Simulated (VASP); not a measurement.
Crystal: Cu.

```
Cu
1.0
     0.00000    1.80750    1.80750
     1.80750    0.00000    1.80750
     1.80750    1.80750    0.00000
Cu
1
Cartesian
  0.0000 0.0000 0.0000
```

The cell was built by a generator and needn't be a form met in nature.

| Quantity | Value |
| --- | --- |
| Program | VASP 6.6.1 |
| Task | relaxation of cell and atoms |
| Functional | LDA |
| Potentials or basis | VASP PAW LDA potentials, release 64 (Cu) |
| Cutoff | 600 eV |
| k mesh | 18 × 18 × 18 |
| Occupations | methfessel-paxton, width 0.1 eV |
| Spin | no spin polarisation |

At the start: pressure -11.5 GPa; volume 11.81 Å³/atom.

Q: How do energy, volume and symmetry change on relaxing?

A: Over 3 steps the energy falls by 33.6 meV/atom and the volume is 10.95 Å³/atom (-7.3 %); space group Fm-3m (No. 225, to 0.05 Å).

Step by step:
```tsv
step	energy change (eV)	largest force (eV/Å)	pressure (GPa)	volume (Å³)
1	0.0000	0.0000	-11.54	11.81
2	-0.0176	0.0000	10.19	10.42
3	-0.0336	0.0000	-0.10	10.95
```

Final structure:
```
CELL_PARAMETERS angstrom
0.00000 1.76240 1.76240
1.76240 0.00000 1.76240
1.76240 1.76240 0.00000
ATOMIC_POSITIONS crystal
Cu 0.00000 0.00000 0.00000
```
